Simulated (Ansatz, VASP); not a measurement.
# KAg: VASP beside Ansatz

One calculation is typed for both programs; each brings its own data sets. How far apart do they land? The cell is generated by rule, not measured, and may not be a known phase. The cell is taken from a series of runs on this material, whose earlier steps may have relaxed, scaled, displaced or heated it; both programs get it as it stands.

Program: Ansatz 0.2.0. Level of theory: plane waves, with VASP 6.6.1 beside it; zone-centre phonons at PBEsol. Results are calculated unless marked as measured.

The structure was built from a prototype and need not be the compound's stable phase.

### Step 1. The starting structure

Symmetry: Pmma, No. 51, orthorhombic system. The conventional cell has a = 4.875 Å, b = 4.314 Å, c = 6.541 Å, α = 90.00°, β = 90.00°, γ = 90.00°. Nearest to K lie 6 Ag at 3.31 to 3.45 Å. Nearest to Ag lie 2 Ag at 2.79 Å and 6 K at 3.31 to 3.45 Å. Farther neighbours are not listed.

### Step 2. VASP: zone-centre phonons, PBEsol

Second derivatives magnify differences that forces hide, and they need a tight electronic threshold.

Lines of VASP's logs that name or quote its potential files are left out, and so is its time.

File INCAR:

```
SYSTEM = KAg
PREC = Accurate
ENCUT = 500
EDIFF = 1E-08
NELM = 120
ISMEAR = 1
SIGMA = 0.15
LREAL = .FALSE.
ALGO = Normal
GGA = PS
NBANDS = 26
LASPH = .TRUE.
LORBIT = 11
LWAVE = .FALSE.
LCHARG = .FALSE.
ISIF = 2
IBRION = 8
GGA_COMPAT = .FALSE.
KPAR = 2
```

File POSCAR:

```
KAg
1.0
    4.8745553025      0.0000000000      0.0000000000
    0.0000000000      4.3140792992      0.0000000000
    0.0000000000      0.0000000000      6.5414259083
K Ag
2 2
Direct
    0.2500000000      0.5000000000      0.7196867674
    0.7500000000      0.5000000000      0.2803132326
    0.2500000000      0.0000000000      0.1035232549
    0.7500000000      0.0000000000      0.8964767451
```

File KPOINTS:

```
Automatic mesh
0
Gamma
8 8 6
0 0 0
```

The projector-augmented-wave data sets are K_sv and Ag (PBE family, release 64).

The run is started by

```
$ mpirun -np 2 vasp_std
```

Numbers of over 12 decimals in the logs are rounded to 6 here.

What it wrote:

```text
[banner, memory and clock lines left out]
running    2 mpi-ranks, on    1 nodes
 distrk:  each k-point on    1 cores,    2 groups
 distr:  one band on    1 cores,    1 groups

 POSCAR found type information on POSCAR K Ag
 POSCAR found :  2 types and       4 ions
|                                                                             |
|               ----> ADVICE to this user running VASP <----                  |
|                                                                             |
|     You enforced a specific xc type in the INCAR file but a different       |
|     [... a line on the potential file left out ...]
|     I HOPE YOU KNOW WHAT YOU ARE DOING!                                     |
|                                                                             |

 LDA part: xc-table for (Slater+PW92), standard interpolation
 POSCAR, INCAR and KPOINTS ok, starting setup
 FFT: planning ... GRIDC
 FFT: planning ... GRID_SOFT
 FFT: planning ... GRID
 WAVECAR not read
 entering main loop
       N       E                     dE             d eps       ncg     rms          rms(c)
DAV:   1     0.256173180034E+03    0.25617E+03   -0.18437E+04  5200   0.134E+03
DAV:   2     0.694812336485E+01   -0.24923E+03   -0.24243E+03  5482   0.341E+02
DAV:   3    -0.782818446188E+01   -0.14776E+02   -0.14688E+02  7840   0.699E+01
DAV:   4    -0.856747488457E+01   -0.73929E+00   -0.73773E+00  7614   0.115E+01
DAV:   5    -0.858989750034E+01   -0.22423E-01   -0.22418E-01  7070   0.151E+00    0.678E+00
DAV:   6    -0.821774438680E+01    0.37215E+00   -0.14613E+00  5528   0.777E+00    0.362E+00
DAV:   7    -0.816650771838E+01    0.51237E-01   -0.10700E-01  5908   0.137E+00    0.197E+00
DAV:   8    -0.815571953423E+01    0.10788E-01   -0.51194E-02  6532   0.995E-01    0.315E-01
DAV:   9    -0.815606885038E+01   -0.34932E-03   -0.60300E-03  6574   0.385E-01    0.122E-01
DAV:  10    -0.815610496791E+01   -0.36118E-04   -0.25833E-04  7392   0.102E-01    0.466E-02
DAV:  11    -0.815616542532E+01   -0.60457E-04   -0.75831E-05  5632   0.523E-02    0.108E-02
DAV:  12    -0.815616753637E+01   -0.21110E-05   -0.95943E-06  6860   0.172E-02    0.574E-03
DAV:  13    -0.815616766561E+01   -0.12924E-06   -0.88764E-07  6942   0.498E-03    0.142E-03
DAV:  14    -0.815616764756E+01    0.18047E-07   -0.16125E-07  6026   0.226E-03    0.484E-04
DAV:  15    -0.815616758823E+01    0.59333E-07   -0.84510E-09  4646   0.589E-04    0.999E-05
DAV:  16    -0.815616760635E+01   -0.18122E-07   -0.88381E-10  3040   0.192E-04    0.567E-05
DAV:  17    -0.815616761086E+01   -0.45152E-08   -0.34027E-10  2896   0.110E-04
   1 F= -.81561676E+01 E0= -.81562767E+01  d E =0.327133E-03
 Linear response reoptimize wavefunctions to high precision
DAV:   1    -0.815616761015E+01    0.71350E-09   -0.15193E-10  2892   0.692E-05
DAV:   2    -0.815616761023E+01   -0.78671E-10   -0.84420E-11  2860   0.447E-05
 Linear response DOF=           6
 Linear response progress:
  Degree of freedom:   1/  6
       N       E                     dE             d eps       ncg     rms          rms(c)
RMM:   1    -0.320493209155E+00   -0.32049E+00    0.36225E-01 10574   0.336E+00
RMM:   2    -0.316381583817E+00    0.41116E-02   -0.39319E-02 12365   0.832E-01    0.395E-02
RMM:   3    -0.318459278942E+00   -0.20777E-02   -0.54673E-03 14033   0.247E-01    0.255E-02
RMM:   4    -0.318530656223E+00   -0.71377E-04   -0.22301E-04 15149   0.432E-02    0.187E-02
RMM:   5    -0.318545384547E+00   -0.14728E-04   -0.43718E-05 15434   0.198E-02    0.443E-03
RMM:   6    -0.318545957944E+00   -0.57340E-06   -0.13192E-05 16621   0.821E-03    0.255E-03
RMM:   7    -0.318544918085E+00    0.10399E-05   -0.43387E-06 16110   0.391E-03    0.837E-04
RMM:   8    -0.318543912143E+00    0.10059E-05   -0.21700E-06 16794   0.216E-03    0.327E-04
RMM:   9    -0.318544155575E+00   -0.24343E-06    0.25083E-06 16525   0.132E-03    0.901E-05
RMM:  10    -0.318543991589E+00    0.16399E-06    0.10268E-06 17279   0.843E-04    0.808E-05
RMM:  11    -0.318543936511E+00    0.55079E-07    0.28760E-06 16824   0.568E-04    0.810E-05
RMM:  12    -0.318543651064E+00    0.28545E-06    0.91306E-07 16536   0.420E-04    0.452E-05
RMM:  13    -0.318543319642E+00    0.33142E-06    0.16370E-06 16172   0.318E-04    0.252E-05
RMM:  14    -0.318543420220E+00   -0.10058E-06    0.72720E-07 16949   0.244E-04    0.207E-05
RMM:  15    -0.318543367399E+00    0.52821E-07    0.89235E-07 16818   0.196E-04    0.215E-05
RMM:  16    -0.318543313164E+00    0.54236E-07    0.47227E-07 15956   0.163E-04    0.165E-05
RMM:  17    -0.318543272240E+00    0.40924E-07    0.54772E-07 16355   0.140E-04    0.128E-05
RMM:  18    -0.318543207135E+00    0.65104E-07    0.31977E-07 15337   0.123E-04    0.264E-06
RMM:  19    -0.318543185059E+00    0.22076E-07    0.30414E-07 15770   0.109E-04    0.180E-06
[...]
RMM:   8    -0.313031337586E+00    0.30351E-05   -0.18267E-06 16149   0.207E-03    0.177E-04
RMM:   9    -0.313031719254E+00   -0.38167E-06    0.20762E-06 16727   0.129E-03    0.168E-04
RMM:  10    -0.313031448789E+00    0.27046E-06    0.33327E-06 17224   0.872E-04    0.144E-04
RMM:  11    -0.313031381433E+00    0.67356E-07    0.32203E-06 17317   0.612E-04    0.175E-04
RMM:  12    -0.313031628831E+00   -0.24740E-06    0.16711E-06 16790   0.462E-04    0.281E-04
[...]
RMM:  10    -0.328610228481E+00    0.37500E-06    0.49126E-06 13361   0.825E-04    0.817E-05
RMM:  11    -0.328610015261E+00    0.21322E-06    0.61294E-06 13108   0.507E-04    0.615E-05
RMM:  12    -0.328609740294E+00    0.27497E-06    0.26599E-06 12689   0.356E-04    0.148E-05
RMM:  13    -0.328609800655E+00   -0.60361E-07    0.25526E-06 13213   0.248E-04    0.241E-05
RMM:  14    -0.328609752548E+00    0.48107E-07    0.10891E-06 13431   0.181E-04    0.201E-05
[...]
RMM:  18    -0.328609772167E+00    0.18840E-07    0.19254E-07 11073   0.901E-05    0.413E-05
RMM:  19    -0.328609738895E+00    0.33272E-07    0.14019E-07 11931   0.806E-05    0.348E-05
RMM:  20    -0.328609704935E+00    0.33960E-07    0.76473E-08 11485   0.754E-05    0.274E-05
RMM:  21    -0.328609674790E+00    0.30145E-07    0.42698E-08 11480   0.727E-05    0.202E-05
RMM:  22    -0.328609643342E+00    0.31447E-07    0.23780E-09 11312   0.705E-05    0.126E-05
RMM:  23    -0.328609607211E+00    0.36132E-07   -0.12352E-08 11444   0.701E-05    0.346E-06
RMM:  24    -0.328609594126E+00    0.13085E-07   -0.19774E-08 11611   0.660E-05    0.489E-07
RMM:  25    -0.328609596312E+00   -0.21858E-08   -0.34216E-08  9316   0.642E-05    0.120E-06
 first order change of Fermi-energy  -0.32769E-01
 force on displaced ion       1 direction 3 :   0.000   0.000  -1.499
 Linear response progress:
  Degree of freedom:   4/  6
       N       E                     dE             d eps       ncg     rms          rms(c)
RMM:   1    -0.304862366069E+00   -0.30486E+00   -0.21326E-01 11947   0.258E+00
RMM:   2    -0.303383365198E+00    0.14790E-02   -0.19812E-03 11003   0.253E-01    0.738E-02
RMM:   3    -0.303328313841E+00    0.55051E-04   -0.11355E-04 12357   0.556E-02    0.421E-02
RMM:   4    -0.303428204066E+00   -0.99890E-04   -0.13128E-04 12088   0.567E-02    0.727E-03
RMM:   5    -0.303427312522E+00    0.89154E-06   -0.10097E-05 12879   0.154E-02    0.308E-03
RMM:   6    -0.303416993150E+00    0.10319E-04    0.19346E-06 14186   0.570E-03    0.132E-03
RMM:   7    -0.303394459727E+00    0.22533E-04    0.15396E-06 14354   0.242E-03    0.334E-04
RMM:   8    -0.303391865757E+00    0.25940E-05   -0.27950E-06 15780   0.100E-03    0.182E-04
RMM:   9    -0.303390206261E+00    0.16595E-05    0.24051E-06 15947   0.552E-04    0.948E-05
RMM:  10    -0.303390963251E+00   -0.75699E-06    0.51664E-07 16099   0.289E-04    0.373E-05
RMM:  11    -0.303391289043E+00   -0.32579E-06    0.38364E-07 16740   0.166E-04    0.137E-05
RMM:  12    -0.303391246324E+00    0.42720E-07    0.13848E-07 17119   0.969E-05    0.128E-05
RMM:  13    -0.303391214706E+00    0.31617E-07    0.94861E-08 16354   0.681E-05    0.846E-06
RMM:  14    -0.303391201327E+00    0.13379E-07    0.29059E-08 15896   0.534E-05    0.915E-06
RMM:  15    -0.303391180971E+00    0.20356E-07    0.49976E-08 16755   0.427E-05    0.347E-06
RMM:  16    -0.303391183581E+00   -0.26096E-08    0.91421E-09 15328   0.367E-05    0.935E-07
 first order change of Fermi-energy  -0.18746E-03
 force on displaced ion       3 direction 1 :  -3.717   0.000   0.002
 Linear response progress:
  Degree of freedom:   5/  6
       N       E                     dE             d eps       ncg     rms          rms(c)
RMM:   1    -0.302117126928E+00   -0.30212E+00   -0.20564E-01 11697   0.255E+00
RMM:   2    -0.302207518473E+00   -0.90392E-04   -0.17509E-03 10952   0.248E-01    0.708E-02
RMM:   3    -0.302206006472E+00    0.15120E-05   -0.13462E-04 11984   0.569E-02    0.404E-02
RMM:   4    -0.302423069954E+00   -0.21706E-03   -0.16191E-04 12314   0.595E-02    0.775E-03
RMM:   5    -0.302454272901E+00   -0.31203E-04   -0.21444E-05 12728   0.181E-02    0.359E-03
RMM:   6    -0.302453446974E+00    0.82593E-06   -0.52190E-06 13992   0.873E-03    0.184E-03
RMM:   7    -0.302425151177E+00    0.28296E-04   -0.17921E-06 14616   0.379E-03    0.403E-04
RMM:   8    -0.302421677100E+00    0.34741E-05   -0.38325E-07 15164   0.156E-03    0.210E-04
RMM:   9    -0.302422252178E+00   -0.57508E-06   -0.17325E-07 16179   0.623E-04    0.121E-04
RMM:  10    -0.302423887662E+00   -0.16355E-05    0.12144E-07 15693   0.321E-04    0.265E-05
RMM:  11    -0.302423647784E+00    0.23988E-06   -0.38574E-08 16367   0.181E-04    0.316E-05
RMM:  12    -0.302423657812E+00   -0.10029E-07   -0.57365E-09 17162   0.101E-04    0.485E-05
RMM:  13    -0.302423542143E+00    0.11567E-06   -0.10610E-08 16073   0.663E-05    0.511E-05
RMM:  14    -0.302423450555E+00    0.91589E-07   -0.23476E-09 15396   0.505E-05    0.371E-05
RMM:  15    -0.302423477545E+00   -0.26991E-07   -0.15348E-09 15608   0.391E-05    0.355E-05
RMM:  16    -0.302423478535E+00   -0.98910E-09    0.13331E-10 15004   0.331E-05    0.320E-05
 first order change of Fermi-energy  -0.12268E-03
 force on displaced ion       3 direction 2 :   0.000  -1.384   0.000
 Linear response progress:
  Degree of freedom:   6/  6
       N       E                     dE             d eps       ncg     rms          rms(c)
RMM:   1    -0.307255577727E+00   -0.30726E+00   -0.20503E-01  9547   0.258E+00
RMM:   2    -0.307576356462E+00   -0.32078E-03   -0.20932E-03  7795   0.260E-01    0.929E-02
RMM:   3    -0.307567717113E+00    0.86393E-05   -0.14736E-04  9038   0.600E-02    0.558E-02
RMM:   4    -0.307706447538E+00   -0.13873E-03   -0.16252E-04  9402   0.632E-02    0.807E-03
RMM:   5    -0.307686372000E+00    0.20076E-04   -0.14105E-05 10366   0.135E-02    0.476E-03
RMM:   6    -0.307642463084E+00    0.43909E-04   -0.85838E-06 10882   0.635E-03    0.201E-03
RMM:   7    -0.307609666827E+00    0.32796E-04   -0.48129E-06 11323   0.313E-03    0.662E-04
RMM:   8    -0.307600338590E+00    0.93282E-05   -0.25562E-06 12269   0.145E-03    0.290E-04
RMM:   9    -0.307598023001E+00    0.23156E-05   -0.15345E-06 12340   0.697E-04    0.923E-05
RMM:  10    -0.307598851638E+00   -0.82864E-06   -0.89165E-07 13072   0.330E-04    0.438E-05
RMM:  11    -0.307598901522E+00   -0.49884E-07   -0.31069E-07 12843   0.180E-04    0.241E-05
RMM:  12    -0.307598922442E+00   -0.20920E-07   -0.22669E-07 13380   0.108E-04    0.204E-05
RMM:  13    -0.307598867074E+00    0.55367E-07   -0.17102E-07 12556   0.733E-05    0.715E-06
RMM:  14    -0.307598935593E+00   -0.68518E-07   -0.12573E-07 12877   0.546E-05    0.709E-06
RMM:  15    -0.307598931424E+00    0.41687E-08   -0.98722E-08 13400   0.426E-05    0.453E-06
 first order change of Fermi-energy  -0.28897E+00
 force on displaced ion       3 direction 3 :   0.000   0.000  -1.663
 Linear response finished
```

(Continued in part 2 of 2.)

[Lines on the potential files, build, host, timing and source positions are cut from VASP's logs without a mark.]

[Logs are printed without paths, hosts, clocks, repeated set-up lines and the standing remarks that a program may print on its own settings, such as how far it seeks lower states.]

[Hosts, paths, dates, database ids (printed as entryN), source tags and the programs' standing remarks are cut or masked in the printed files.]
